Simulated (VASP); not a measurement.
# CHBrClF, dipole of a molecule: which settings are enough?

CHBrClF, molecule in box, 5 atoms in the cell. PBE; PAW potentials F, C, Cl, Br, H (PBE set). VASP 6.6.1.

Wanted: dipole moment within 0.02 D; HOMO under the vacuum level within 0.05 eV; forces within 0.02 eV/Å.

Starting geometry: molecule relaxed first with the same functional.

POSCAR of the starting run:
```
HCBrClF
1.0
   12.7600000000      0.0000000000      0.0000000000
    0.0000000000     12.7600000000      0.0000000000
    0.0000000000      0.0000000000     12.7600000000
F C Cl Br H
1 1 1 1 1
Direct
    0.4604102514      0.5106361063      0.5987290804
    0.5022372200      0.5053507417      0.4999569330
    0.6079858457      0.4169791722      0.4987760997
    0.3920141543      0.4647902241      0.4012709196
    0.5298119608      0.5830208278      0.4765203358
```

The series start from vacuum between images (Å): 10; correction: IDIPOL 4 with LDIPOL; Cutoff ENCUT (eV): 525; PREC: Accurate; LREAL: .FALSE.. Each series keeps the choices made before it, and each single choice may use up half of a tolerance.

## Vacuum between images (Å)

| Vacuum between images (Å) | Dipole moment (D) | HOMO under the vacuum level (eV) | Forces, largest deviation (eV/Å) | SCF iterations | Time (s) |
|---|---|---|---|---|---|
| 6 | 1.183 | 7.310 | 0.015 | 21 | 11 |
| 8 | 1.178 | 7.321 | 0.004 | 23 | 17 |
| 10 | 1.175 | 7.322 | 0.001 | 24 | 35 |
| 15 (reference) | 1.173 | 7.323 | 0.000 | 24 | 130 |

Chosen: 8, the loosest value from which every tighter one stays within half of the tolerance.

## Correction

| Correction | Dipole moment (D) | HOMO under the vacuum level (eV) | Forces, largest deviation (eV/Å) | SCF iterations | Time (s) |
|---|---|---|---|---|---|
| IDIPOL 4 with LDIPOL | 1.178 | 7.321 | 0.000 | 23 | 17 |
| IDIPOL 4 alone | 1.204 | 7.324 | 0.004 | 23 | 20 |
| IDIPOL 4, no DIPOL | no result | no result | no result | 120 | 88 |

Chosen: IDIPOL 4 with LDIPOL; no other choice that stays within half of the tolerance saves 30 % of the time.

## Cutoff ENCUT (eV)

| Cutoff ENCUT (eV) | Dipole moment (D) | HOMO under the vacuum level (eV) | Forces, largest deviation (eV/Å) | SCF iterations | Time (s) |
|---|---|---|---|---|---|
| 400 | 1.181 | 7.322 | 0.044 | 23 | 13 |
| 460 | 1.178 | 7.321 | 0.023 | 23 | 19 |
| 525 | 1.178 | 7.321 | 0.024 | 23 | 17 |
| 725 (reference) | 1.178 | 7.321 | 0.000 | 23 | 37 |

Chosen: 725; the next looser run is off by more than half of the tolerance, so convergence isn't shown beyond this value.

## PREC

| PREC | Dipole moment (D) | HOMO under the vacuum level (eV) | Forces, largest deviation (eV/Å) | SCF iterations | Time (s) |
|---|---|---|---|---|---|
| Accurate | 1.178 | 7.321 | 0.000 | 23 | 37 |
| Normal | 1.178 | 7.321 | 0.002 | 23 | 14 |

Chosen: Normal, the fastest of those that stay within half of the tolerance.

## LREAL

| LREAL | Dipole moment (D) | HOMO under the vacuum level (eV) | Forces, largest deviation (eV/Å) | SCF iterations | Time (s) |
|---|---|---|---|---|---|
| .FALSE. | 1.178 | 7.321 | 0.000 | 23 | 14 |
| Auto | 1.178 | 7.321 | 0.015 | 23 | 15 |

Chosen: .FALSE..

## All choices together

| Input | Dipole moment (D) | HOMO under the vacuum level (eV) | Forces, largest deviation (eV/Å) | Time (s) |
|---|---|---|---|---|
| program defaults, 6 A between images, energy correction only (naive) | 1.242 | 7.338 | 0.071 | 3.0 |
| chosen settings | 1.178 | 7.321 | 0.005 | 14 |
| reference settings throughout | 1.174 | 7.323 | 0.000 | 169 |

The chosen settings stay within the tolerance of the reference run, but the reference itself isn't shown to be converged in: Cutoff ENCUT (eV).

## The input

INCAR:
```
  PREC = Normal
  ENCUT = 725
  EDIFF = 1E-6
  ISMEAR = 0
  SIGMA = 0.01
  LREAL = F
  LASPH = T
  ALGO = Normal
  NELM = 120
  LWAVE = F
  LCHARG = F
  GGA = PE
  ISYM = 0
  IDIPOL = 4
  DIPOL = 0.5 0.5 0.5
  LDIPOL = T
  LVHAR = T
```

KPOINTS:
```
Automatic mesh
0
Gamma
  1 1 1
  0 0 0
```

POSCAR:
```
HCBrClF
1.0
   10.7600000000      0.0000000000      0.0000000000
    0.0000000000     10.7600000000      0.0000000000
    0.0000000000      0.0000000000     10.7600000000
F C Cl Br H
1 1 1 1 1
Direct
    0.4530515620      0.5126130777      0.6170802106
    0.5026530602      0.5063453033      0.4999489279
    0.6280575642      0.4015477915      0.4985486089
    0.3719424358      0.4582456561      0.3829197894
    0.5353532174      0.5984522085      0.4721560859
```

Commands:
```
cat potpaw_PBE.64/F/POTCAR potpaw_PBE.64/C/POTCAR potpaw_PBE.64/Cl/POTCAR potpaw_PBE.64/Br/POTCAR potpaw_PBE.64/H/POTCAR > POTCAR
mpirun -np 4 vasp_gam > vasp.out
```

The chosen input took VASP 6.6.1 14 s on 4 cores (AMD EPYC 9R45 (Zen 5)), a shared host.

## An input that fails: smearing 1 eV wide

It runs to its end, but against the unchanged starting input it is off by 0.035 D in the dipole moment, 0.122 eV in the HOMO under the vacuum level, 0.284 eV/Å in the forces.

Changes against the starting input:
```
- ISMEAR = 0
- SIGMA = 0.01
+ ISMEAR = 1
+ SIGMA = 1.0
```
